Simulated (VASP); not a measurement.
Here is the system:

```
CELL_PARAMETERS angstrom
      0.00000     2.36467     2.36467
      2.36467     0.00000     2.36467
      2.36467     2.36467     0.00000
ATOMIC_POSITIONS crystal
  B  0.00000 0.00000 0.00000
  As 0.25000 0.25000 0.25000
```

Calculation: PBEsol GGA, VASP's PBE PAW potentials (set 64) (plane waves; VASP). Settings: 520 eV cut-off, 10×10×10 Γ-centred mesh, Gaussian smearing of 0.050 eV, potentials B As.

### Question
Give the stress tensor in GPa (positive for a compressed cell).

### Answer

```
4.57  0.00  0.00
0.00  4.57  0.00
0.00  0.00  4.57
```
The pressure is its mean diagonal, 4.57 GPa.

The compound is BAs in the zinc blende structure. This cell is one point of a volume scan, at 0.97 of the reference volume.
